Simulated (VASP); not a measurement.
Input:

```
Ag
1.0
    0.00000     2.00129     2.00129
    2.00129     0.00000     2.00129
    2.00129     2.00129     0.00000
Ag
1
Direct
  0.00000   0.00000   0.00000
```

These are PBE GGA, VASP's PBE PAW potentials (set 64) (plane waves; VASP 6.6.1) values and carry that method's errors. Run with 300 eV cut-off, 14×14×14 Γ-centred mesh, Gaussian smearing of 0.27 eV, potentials Ag.

At this cut-off the stress carries a Pulay error, which pulls relaxed volumes low.

Give the stress tensor in GPa (positive for a compressed cell).

```
12.94   0.00   0.00
 0.00  12.94   0.00
 0.00   0.00  12.94
```
The pressure is its mean diagonal, 12.94 GPa.

The structure comes from a computed database's Ag entry; how it stands against other phases isn't given here. The cell was not relaxed at this level.
